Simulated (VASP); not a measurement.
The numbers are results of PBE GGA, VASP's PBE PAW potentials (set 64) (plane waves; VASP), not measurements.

The input files of a VASP run:

### KPOINTS
```
Automatic mesh
0
Gamma
1 1 1
0 0 0
```

**INCAR**
```
! general
SYSTEM  = Pb26Se27
PREC    = Normal
ENCUT   = 400
LREAL   = Auto
LASPH   = .TRUE.   ! aspherical one-centre terms
ISYM    = 0
NELECT  = 264.0

! electronic loop
EDIFF   = 1E-5   ! SCF stop (eV)
NELM    = 100
NELMIN  = 4
ALGO    = Fast   ! Davidson, then RMM-DIIS
LMAXMIX = 4

! smearing
ISMEAR  = 0   ! Gaussian
SIGMA   = 0.05

! functional
GGA     = PE

! ions
IBRION  = 2   ! conjugate gradients
NSW     = 60   ! most ionic steps
ISIF    = 2   ! forces and stress, cell fixed
EDIFFG  = -0.03

! output
LWAVE   = .FALSE.
LCHARG  = .FALSE.
```

**POSCAR**
```
Pb26Se27
1
    0.0000000000     9.3058461119     9.3058461119
    9.3058461119     0.0000000000     9.3058461119
    9.3058461119     9.3058461119     0.0000000000
Pb Se
26 27
Direct
  0.0000000000   0.0000000000   0.0000000000
  0.0000000000   0.0000000000   0.3333330000
  0.0000000000   0.0000000000   0.6666670000
  0.0000000000   0.3333330000   0.0000000000
  0.0000000000   0.3333330000   0.3333330000
  0.0000000000   0.3333330000   0.6666670000
  0.0000000000   0.6666670000   0.0000000000
  0.0000000000   0.6666670000   0.3333330000
  0.0000000000   0.6666670000   0.6666670000
  0.3333330000   0.0000000000   0.0000000000
  0.3333330000   0.0000000000   0.3333330000
  0.3333330000   0.0000000000   0.6666670000
  0.3333330000   0.3333330000   0.0000000000
  0.3333330000   0.3333330000   0.3333330000
  0.3333330000   0.6666670000   0.0000000000
  0.3333330000   0.6666670000   0.3333330000
  0.3333330000   0.6666670000   0.6666670000
  0.6666670000   0.0000000000   0.0000000000
  0.6666670000   0.0000000000   0.3333330000
  0.6666670000   0.0000000000   0.6666670000
  0.6666670000   0.3333330000   0.0000000000
  0.6666670000   0.3333330000   0.3333330000
  0.6666670000   0.3333330000   0.6666670000
  0.6666670000   0.6666670000   0.0000000000
  0.6666670000   0.6666670000   0.3333330000
  0.6666670000   0.6666670000   0.6666670000
  0.1666670000   0.1666670000   0.1666670000
  0.1666670000   0.1666670000   0.5000000000
  0.1667100000   0.1630350000   0.8375760000
  0.1666670000   0.5000000000   0.1666670000
  0.1653930000   0.4983500000   0.5055550000
  0.1669950000   0.5018820000   0.8365200000
  0.1666670000   0.8333330000   0.1666670000
  0.1666670000   0.8333330000   0.5000000000
  0.1666670000   0.8333330000   0.8333330000
  0.5000000000   0.1666670000   0.1666670000
  0.4987800000   0.1629550000   0.4997170000
  0.5023340000   0.1678650000   0.8357530000
  0.5000000000   0.5000000000   0.1666670000
  0.4983920000   0.5037790000   0.4984960000
  0.5000000000   0.5000000000   0.8333330000
  0.5000000000   0.8333330000   0.1666670000
  0.5000000000   0.8333330000   0.5000000000
  0.5000000000   0.8333330000   0.8333330000
  0.8333330000   0.1666670000   0.1666670000
  0.8333330000   0.1666670000   0.5000000000
  0.8333330000   0.1666670000   0.8333330000
  0.8333330000   0.5000000000   0.1666670000
  0.8333330000   0.5000000000   0.5000000000
  0.8333330000   0.5000000000   0.8333330000
  0.8333330000   0.8333330000   0.1666670000
  0.8333330000   0.8333330000   0.5000000000
  0.8333330000   0.8333330000   0.8333330000
```

POTCAR, in this order: Pb Se (PBE.64 set). Program: vasp_gam.

The run wrote:

OUTCAR:
```
 ion  position               nearest neighbor table
   1  0.000  0.000  0.000-  29 3.07  33 3.10  35 3.10  45 3.10  47 3.10  51 3.10
   2  0.000  0.000  0.333-  33 3.10  45 3.10  34 3.10  46 3.10  52 3.10  27 3.10
   3  0.000  0.000  0.667-  35 3.10  47 3.10  28 3.10  46 3.10  34 3.10  53 3.10
   4  0.000  0.333  0.000-  29 3.10  45 3.10  48 3.10  50 3.10  27 3.10  32 3.12
   5  0.000  0.333  0.333-  27 3.10  46 3.10  48 3.10  49 3.10  30 3.10  28 3.10
   6  0.000  0.333  0.667-  31 3.08  28 3.10  47 3.10  50 3.10  49 3.10  29 3.14
   7  0.000  0.667  0.000-  32 3.06  35 3.10  51 3.10  48 3.10  30 3.10  53 3.10
   8  0.000  0.667  0.333-  30 3.10  33 3.10  51 3.10  52 3.10  49 3.10  31 3.14
   9  0.000  0.667  0.667-  31 3.07  53 3.10  34 3.10  52 3.10  50 3.10  32 3.14
  10  0.333  0.000  0.000-  29 3.06  33 3.10  42 3.10  44 3.10  27 3.10  38 3.14
  11  0.333  0.000  0.333-  27 3.10  34 3.10  42 3.10  43 3.10  28 3.10  36 3.10
  12  0.333  0.000  0.667-  37 3.06  35 3.10  28 3.10  44 3.10  43 3.10  29 3.11
  13  0.333  0.333  0.000-  38 3.07  32 3.07  27 3.10  41 3.10  30 3.10  36 3.10
  14  0.333  0.333  0.333-  37 3.09  30 3.10  36 3.10  28 3.10  39 3.10  31 3.14
  15  0.333  0.667  0.000-  30 3.10  33 3.10  35 3.10  44 3.10  41 3.10  39 3.10
  16  0.333  0.667  0.333-  40 3.07  33 3.10  39 3.10  34 3.10  42 3.10  31 3.13
  17  0.333  0.667  0.667-  40 3.08  32 3.08  35 3.10  34 3.10  41 3.10  43 3.10
  18  0.667  0.000  0.000-  38 3.06  47 3.10  51 3.10  36 3.10  42 3.10  53 3.10
  19  0.667  0.000  0.333-  37 3.07  36 3.10  45 3.10  51 3.10  52 3.10  43 3.10
  20  0.667  0.000  0.667-  53 3.10  46 3.10  52 3.10  44 3.10  37 3.12  38 3.14
  21  0.667  0.333  0.000-  36 3.10  45 3.10  47 3.10  50 3.10  41 3.10  39 3.10
  22  0.667  0.333  0.333-  45 3.10  39 3.10  46 3.10  48 3.10  40 3.12  37 3.15
  23  0.667  0.333  0.667-  38 3.07  47 3.10  46 3.10  41 3.10  49 3.10  40 3.13
  24  0.667  0.667  0.000-  53 3.10  48 3.10  42 3.10  39 3.10  50 3.10  44 3.10
  25  0.667  0.667  0.333-  40 3.08  51 3.10  43 3.10  48 3.10  49 3.10  42 3.10
  26  0.667  0.667  0.667-  44 3.10  50 3.10  52 3.10  49 3.10  43 3.10  41 3.10
  27  0.167  0.167  0.167-   5 3.10  11 3.10  13 3.10  10 3.10   4 3.10   2 3.10
  28  0.167  0.167  0.500-  14 3.10  12 3.10   6 3.10   3 3.10   5 3.10  11 3.10
  29  0.167  0.163  0.838-  10 3.06   1 3.07   4 3.10  12 3.11   6 3.14
  30  0.167  0.500  0.167-  14 3.10   8 3.10  15 3.10   7 3.10   5 3.10  13 3.10
  31  0.165  0.498  0.506-   9 3.07   6 3.08  16 3.13  14 3.14   8 3.14
  32  0.167  0.502  0.837-   7 3.06  13 3.07  17 3.08   4 3.12   9 3.14
  33  0.167  0.833  0.167-  16 3.10   8 3.10  10 3.10  15 3.10   2 3.10   1 3.10
  34  0.167  0.833  0.500-   9 3.10  11 3.10  16 3.10  17 3.10   2 3.10   3 3.10
  35  0.167  0.833  0.833-  17 3.10   7 3.10  12 3.10  15 3.10   3 3.10   1 3.10
  36  0.500  0.167  0.167-  14 3.10  19 3.10  21 3.10  18 3.10  11 3.10  13 3.10
  37  0.499  0.163  0.500-  12 3.06  19 3.07  14 3.09  20 3.12  22 3.15
  38  0.502  0.168  0.836-  18 3.06  13 3.07  23 3.07  10 3.14  20 3.14
  39  0.500  0.500  0.167-  16 3.10  22 3.10  21 3.10  15 3.10  24 3.10  14 3.10
  40  0.498  0.504  0.498-  16 3.07  17 3.08  25 3.08  22 3.12  23 3.13
  41  0.500  0.500  0.833-  17 3.10  23 3.10  13 3.10  21 3.10  15 3.10  26 3.10
  42  0.500  0.833  0.167-  11 3.10  16 3.10  24 3.10  25 3.10  10 3.10  18 3.10
  43  0.500  0.833  0.500-  17 3.10  25 3.10  11 3.10  19 3.10  12 3.10  26 3.10
  44  0.500  0.833  0.833-  26 3.10  15 3.10  12 3.10  10 3.10  24 3.10  20 3.10
  45  0.833  0.167  0.167-  22 3.10   4 3.10  19 3.10  21 3.10   2 3.10   1 3.10
  46  0.833  0.167  0.500-   5 3.10  20 3.10  22 3.10  23 3.10   2 3.10   3 3.10
  47  0.833  0.167  0.833-  23 3.10   6 3.10  18 3.10  21 3.10   3 3.10   1 3.10
  48  0.833  0.500  0.167-   5 3.10  22 3.10  24 3.10  25 3.10   7 3.10   4 3.10
  49  0.833  0.500  0.500-  23 3.10  25 3.10   8 3.10   5 3.10   6 3.10  26 3.10
  50  0.833  0.500  0.833-  26 3.10  21 3.10   6 3.10   4 3.10  24 3.10   9 3.10
  51  0.833  0.833  0.167-  25 3.10   8 3.10  18 3.10  19 3.10   7 3.10   1 3.10
  52  0.833  0.833  0.500-  26 3.10  19 3.10   8 3.10   2 3.10  20 3.10   9 3.10
  53  0.833  0.833  0.833-   9 3.10  20 3.10  24 3.10  18 3.10   7 3.10   3 3.10
 Subroutine IBZKPT returns following result:
 Found      1 irreducible k-points:

 Following reciprocal coordinates:
            Coordinates               Weight
  0.000000  0.000000  0.000000      1.000000
   k-points           NKPTS =      1   k-points in BZ     NKDIM =      1   number of bands    NBANDS=    160
   number of dos      NEDOS =    301   number of ions     NIONS =     53
   total plane-waves  NPLWV = 262144
   dimension x,y,z NGX =    64 NGY =   64 NGZ =   64
   dimension x,y,z NGXF=   128 NGYF=  128 NGZF=  128
   ions per type =              26  27
   PREC   = normal    normal or accurate (medium, high low for compatibility)
   ISTART =      0    job   : 0-new  1-cont  2-samecut
   ICHARG =      2    charge: 1-file 2-atom 10-const
   ISPIN  =      1    spin polarized calculation?
   LNONCOLLINEAR =      F non collinear calculations
   LSORBIT =      F    spin-orbit coupling
   INIWAV =      1    electr: 0-lowe 1-rand  2-diag
   ENCUT  =  400.0 eV  29.40 Ry    5.42 a.u.  21.46 21.46 21.46*2*pi/ulx,y,z
   NELM   =    100;   NELMIN=  4; NELMDL= -5     # of ELM steps
...
```

OSZICAR:
```
...
DAV:   4    -0.230371362132E+03   -0.14412E+02   -0.14246E+02   384   0.203E+01
DAV:   5    -0.230883400464E+03   -0.51204E+00   -0.51118E+00   408   0.384E+00    0.332E+01
RMM:   6    -0.223441568481E+03    0.74418E+01   -0.17190E+01   327   0.495E+00    0.208E+01
RMM:   7    -0.224428913136E+03   -0.98734E+00   -0.25442E+01   340   0.517E+00    0.782E+00
RMM:   8    -0.223640060769E+03    0.78885E+00   -0.21604E+00   320   0.243E+00    0.563E+00
RMM:   9    -0.223603211343E+03    0.36849E-01   -0.12117E+00   332   0.137E+00    0.370E+00
RMM:  10    -0.223599423412E+03    0.37879E-02   -0.24873E-01   373   0.618E-01    0.772E-01
RMM:  11    -0.223600881557E+03   -0.14581E-02   -0.85164E-02   356   0.303E-01    0.260E-01
RMM:  12    -0.223602018382E+03   -0.11368E-02   -0.93102E-03   353   0.132E-01    0.196E-01
RMM:  13    -0.223602458852E+03   -0.44047E-03   -0.27346E-03   361   0.658E-02    0.998E-02
RMM:  14    -0.223602519835E+03   -0.60983E-04   -0.37452E-04   365   0.272E-02    0.431E-02
RMM:  15    -0.223602521970E+03   -0.21351E-05   -0.81806E-05   268   0.119E-02
   1 F= -.22360252E+03 E0= -.22354377E+03  d E =-.223603E+03
       N       E                     dE             d eps       ncg     rms          rms(c)
DAV:   1    -0.223650792575E+03   -0.48273E-01   -0.10564E+00   368   0.186E+00    0.610E-01
RMM:   2    -0.223656186717E+03   -0.53941E-02   -0.85297E-02   325   0.526E-01    0.210E-01
RMM:   3    -0.223657219165E+03   -0.10324E-02   -0.13597E-02   356   0.205E-01    0.199E-01
RMM:   4    -0.223657254690E+03   -0.35525E-04   -0.21083E-03   364   0.764E-02    0.166E-01
RMM:   5    -0.223657207743E+03    0.46947E-04   -0.14935E-03   321   0.581E-02    0.500E-02
RMM:   6    -0.223657181362E+03    0.26381E-04   -0.23008E-04   337   0.259E-02    0.338E-02
RMM:   7    -0.223657150244E+03    0.31118E-04   -0.81401E-05   276   0.117E-02    0.202E-02
RMM:   8    -0.223657147718E+03    0.25262E-05   -0.38925E-05   234   0.716E-03
   2 F= -.22365715E+03 E0= -.22359779E+03  d E =-.546257E-01
       N       E                     dE             d eps       ncg     rms          rms(c)
DAV:   1    -0.223665511925E+03   -0.83617E-02   -0.94345E+00   336   0.557E+00    0.192E+00
RMM:   2    -0.223712853249E+03   -0.47341E-01   -0.75168E-01   327   0.157E+00    0.776E-01
RMM:   3    -0.223719372570E+03   -0.65193E-02   -0.10916E-01   349   0.608E-01    0.637E-01
RMM:   4    -0.223719053885E+03    0.31869E-03   -0.18916E-02   362   0.227E-01    0.497E-01
RMM:   5    -0.223718592814E+03    0.46107E-03   -0.13623E-02   322   0.174E-01    0.973E-02
RMM:   6    -0.223718229418E+03    0.36340E-03   -0.16784E-03   333   0.745E-02    0.876E-02
RMM:   7    -0.223718006257E+03    0.22316E-03   -0.88983E-04   343   0.361E-02    0.543E-02
RMM:   8    -0.223718012640E+03   -0.63831E-05   -0.29081E-04   359   0.193E-02    0.337E-02
RMM:   9    -0.223718013458E+03   -0.81819E-06   -0.34693E-05   222   0.955E-03
   3 F= -.22371801E+03 E0= -.22365659E+03  d E =-.115491E+00
       N       E                     dE             d eps       ncg     rms          rms(c)
DAV:   1    -0.223718321320E+03   -0.30868E-03   -0.10165E-01   368   0.579E-01    0.196E-01
RMM:   2    -0.223718825532E+03   -0.50421E-03   -0.81438E-03   327   0.163E-01    0.761E-02
RMM:   3    -0.223718905499E+03   -0.79967E-04   -0.12294E-03   351   0.634E-02    0.647E-02
RMM:   4    -0.223718901200E+03    0.42985E-05   -0.19500E-04   344   0.234E-02    0.511E-02
RMM:   5    -0.223718895006E+03    0.61940E-05   -0.14261E-04   309   0.178E-02    0.109E-02
RMM:   6    -0.223718890982E+03    0.40241E-05   -0.16890E-05   189   0.767E-03
   4 F= -.22371889E+03 E0= -.22365770E+03  d E =-.116369E+00
       N       E                     dE             d eps       ncg     rms          rms(c)
DAV:   1    -0.223724843116E+03   -0.59481E-02   -0.73734E-01   368   0.150E+00    0.517E-01
RMM:   2    -0.223728596722E+03   -0.37536E-02   -0.45472E-02   320   0.380E-01    0.980E-02
RMM:   3    -0.223729141749E+03   -0.54503E-03   -0.63880E-03   343   0.151E-01    0.119E-01
RMM:   4    -0.223729195023E+03   -0.53274E-04   -0.12363E-03   375   0.579E-02    0.984E-02
RMM:   5    -0.223729103752E+03    0.91271E-04   -0.50882E-04   320   0.358E-02    0.335E-02
RMM:   6    -0.223729116611E+03   -0.12859E-04   -0.15128E-04   298   0.192E-02    0.186E-02
RMM:   7    -0.223729104272E+03    0.12339E-04   -0.24796E-05   209   0.803E-03    0.125E-02
RMM:   8    -0.223729103445E+03    0.82680E-06   -0.19297E-05   197   0.557E-03
   5 F= -.22372910E+03 E0= -.22367042E+03  d E =-.102125E-01
       N       E                     dE             d eps       ncg     rms          rms(c)
DAV:   1    -0.223707382292E+03    0.21722E-01   -0.66316E+00   320   0.448E+00    0.143E+00
RMM:   2    -0.223741903000E+03   -0.34521E-01   -0.41364E-01   320   0.115E+00    0.327E-01
RMM:   3    -0.223747143330E+03   -0.52403E-02   -0.57854E-02   345   0.456E-01    0.303E-01
RMM:   4    -0.223747372156E+03   -0.22883E-03   -0.97994E-03   357   0.170E-01    0.237E-01
RMM:   5    -0.223746967186E+03    0.40497E-03   -0.32787E-03   322   0.952E-02    0.657E-02
RMM:   6    -0.223747013903E+03   -0.46716E-04   -0.65588E-04   362   0.433E-02    0.384E-02
RMM:   7    -0.223747004440E+03    0.94630E-05   -0.16072E-04   301   0.188E-02    0.272E-02
RMM:   8    -0.223747007393E+03   -0.29536E-05   -0.35229E-05   222   0.914E-03
   6 F= -.22374701E+03 E0= -.22369659E+03  d E =-.281164E-01
       N       E                     dE             d eps       ncg     rms          rms(c)
DAV:   1    -0.223740583318E+03    0.64211E-02   -0.13594E+00   352   0.203E+00    0.622E-01
RMM:   2    -0.223747706438E+03   -0.71231E-02   -0.84442E-02   320   0.519E-01    0.141E-01
RMM:   3    -0.223748823048E+03   -0.11166E-02   -0.11924E-02   346   0.206E-01    0.129E-01
RMM:   4    -0.223748829613E+03   -0.65646E-05   -0.18978E-03   349   0.769E-02    0.882E-02
RMM:   5    -0.223748793158E+03    0.36455E-04   -0.47744E-04   326   0.382E-02    0.294E-02
RMM:   6    -0.223748803027E+03   -0.98696E-05   -0.12322E-04   320   0.175E-02    0.167E-02
RMM:   7    -0.223748803359E+03   -0.33163E-06   -0.18621E-05   194   0.694E-03
   7 F= -.22374880E+03 E0= -.22370203E+03  d E =-.299124E-01
       N       E                     dE             d eps       ncg     rms          rms(c)
DAV:   1    -0.223747570816E+03    0.12322E-02   -0.14107E+00   336   0.196E+00    0.511E-01
RMM:   2    -0.223754427414E+03   -0.68566E-02   -0.80959E-02   320   0.485E-01    0.112E-01
RMM:   3    -0.223755833864E+03   -0.14064E-02   -0.13792E-02   360   0.195E-01    0.136E-01
RMM:   4    -0.223755823728E+03    0.10135E-04   -0.16634E-03   354   0.710E-02    0.102E-01
RMM:   5    -0.223755727131E+03    0.96597E-04   -0.93701E-04   320   0.466E-02    0.305E-02
RMM:   6    -0.223755722920E+03    0.42109E-05   -0.11719E-04   289   0.201E-02    0.206E-02
RMM:   7    -0.223755717787E+03    0.51336E-05   -0.31118E-05   219   0.837E-03
   8 F= -.22375572E+03 E0= -.22371152E+03  d E =-.691443E-02
       N       E                     dE             d eps       ncg     rms          rms(c)
DAV:   1    -0.223746104451E+03    0.96185E-02   -0.23460E+00   336   0.254E+00    0.644E-01
RMM:   2    -0.223757543861E+03   -0.11439E-01   -0.13530E-01   320   0.628E-01    0.135E-01
RMM:   3    -0.223759946578E+03   -0.24027E-02   -0.23340E-02   361   0.253E-01    0.174E-01
RMM:   4    -0.223759921766E+03    0.24812E-04   -0.27798E-03   352   0.918E-02    0.130E-01
RMM:   5    -0.223759768825E+03    0.15294E-03   -0.16118E-03   320   0.604E-02    0.400E-02
RMM:   6    -0.223759761028E+03    0.77975E-05   -0.20523E-04   314   0.261E-02    0.270E-02
RMM:   7    -0.223759748429E+03    0.12598E-04   -0.58864E-05   256   0.111E-02    0.153E-02
RMM:   8    -0.223759748706E+03   -0.27690E-06   -0.14821E-05   193   0.565E-03
   9 F= -.22375975E+03 E0= -.22371822E+03  d E =-.109453E-01
```

OUTCAR:
```
------------------------ aborting loop because EDIFF is reached ----------------------------------------
  FORCE on cell =-STRESS in cart. coord.  units (eV):
  Direction    XX          YY          ZZ          XY          YZ          ZX
  --------------------------------------------------------------------------------------
  Total      -32.6700783    -32.6492023    -32.6711511     -0.0021881      0.0123195      0.0049875
  in kB      -32.4760472    -32.4552951    -32.4771135     -0.0021751      0.0122464      0.0049579
  external PRESSURE =     -32.4694853 kB  Pullay stress =       0.0000000 kB
  volume of cell :     1611.75
      direct lattice vectors                 reciprocal lattice vectors
     0.000000000  9.305846112  9.305846112    -0.053729666  0.053729666  0.053729666
     9.305846112  0.000000000  9.305846112     0.053729666 -0.053729666  0.053729666
     9.305846112  9.305846112  0.000000000     0.053729666  0.053729666 -0.053729666
  FREE ENERGIE OF THE ION-ELECTRON SYSTEM (eV)
  ---------------------------------------------------
  free  energy   TOTEN  =      -223.7597487063 eV

  energy  without entropy=     -223.6766851930  energy(sigma->0) =     -223.71821695

 reached required accuracy - stopping structural energy minimisation
```
(Selected blocks of OUTCAR.)

File CONTCAR:
```
Pb26Se27
   1.00000000000000
     0.0000000000000000    9.3058461118999993    9.3058461118999993
     9.3058461118999993    0.0000000000000000    9.3058461118999993
     9.3058461118999993    9.3058461118999993    0.0000000000000000
  Pb              Se
    26    27
Direct
     0.0039194145805258    0.0031589348626253    0.9963614955644426
     0.9992448382789124    0.9994385388218568    0.3328692454565632
     0.9991636001417016    0.9994421869247121    0.6681099325965686
     0.0033040408106374    0.3333371107658295    0.9967294415445263
     0.9990488796347250    0.3352602807700207    0.3327829577874575
     0.0031524933129119    0.3332074963765934    0.6668373487029960
     0.0044753883616557    0.6625130777162895    0.9958902823030366
     0.0052789867928274    0.6621135013967212    0.3373485310259869
     0.0034552974150460    0.6634459165229651    0.6665904533119466
     0.3334757281580880    0.0032638638310452    0.9969434448529879
     0.3353980068339509    0.9992477870568667    0.3326265767359812
     0.3335420754194485    0.0027916591922908    0.6662748956201192
     0.3336274214418355    0.3331685798597611    0.9964885503542275
     0.3337327223819667    0.3329281555813377    0.3364834264234786
     0.3320289314678853    0.6667821961239765    0.0006059961970572
     0.3339648708752235    0.6636797272899423    0.3363106846737239
     0.3339862005714958    0.6635856413924074    0.6658661460822903
     0.6635274702999888    0.0037921028370266    0.9957731649786337
     0.6640158998670507    0.0032389299684404    0.3365286766089039
     0.6634619543088656    0.0032730162319048    0.6665161070521443
     0.6671598039625161    0.3315815998262836    0.0006303415443811
     0.6638161752330638    0.3335695555962037    0.3358975535181593
     0.6637487951194998    0.3337493514452795    0.6664585729013831
     0.6672183884887374    0.6672523151607286    0.0009987743411513
     0.6638082290406770    0.6623453572157637    0.3369330506400579
     0.6675733851546733    0.6674160624331397    0.6642967307040650
     0.1677712651988126    0.1677962475485222    0.1632619707941346
     0.1678970850462597    0.1674332584350958    0.5019398380436638
     0.1679719351132286    0.1710215382845226    0.8310401743061817
     0.1653326519428736    0.5006752558826638    0.1675698771338308
     0.1693238440002297    0.4973743840831030    0.5044957125659574
     0.1694600207633971    0.4962666273752215    0.8297420823432911
     0.1651416362607172    0.8335552980486569    0.1681700974894075
     0.1687603807614453    0.8292496522203494    0.5013035386647755
     0.1652398437467465    0.8333954526293897    0.8342805373642115
     0.5011787154605104    0.1651302809954095    0.1676012576031038
     0.4978583088275243    0.1685356794824070    0.5020360132862283
     0.4960715966442771    0.1694502538325888    0.8327513716672891
     0.4988911360402715    0.4989148597033579    0.1710559598149328
     0.4964921657509100    0.4982818267961650    0.5035793032227945
     0.4990064625407221    0.4992971012872423    0.8313270343440178
     0.5009450903359374    0.8331514829459760    0.1679987103044709
     0.5012038931665965    0.8331187996700621    0.4988583243377497
     0.4985153872029759    0.8368668173318228    0.8325165130902081
     0.8324098301733150    0.1657318339051497    0.1673037032595234
     0.8289690670553460    0.1689617194431595    0.5012143248176341
     0.8326823534266069    0.1660878624619176    0.8355622003123518
     0.8324351573214257    0.5006683737911122    0.1674663812942846
     0.8323771143697620    0.5013506621825150    0.4999293069976805
     0.8373770563649764    0.4982384862656522    0.8326823524137186
     0.8308311626547487    0.8338611110577629    0.1696487381252560
     0.8330164829353732    0.8335304320116870    0.4993437598760104
     0.8329813589411074    0.8330037571284837    0.8351195350050111
```

The cell is charged, with a uniform compensating background. The supercell is sampled at Γ alone, which is coarse: total energies, pressure and levels can be off, energies of defects by several tenths of an eV.

The cell is a supercell with a defect, built from a database entry that may be metastable or hypothetical: vac_Pb, charge +2. The run is not spin-polarised, so no state with unpaired spins was tried.
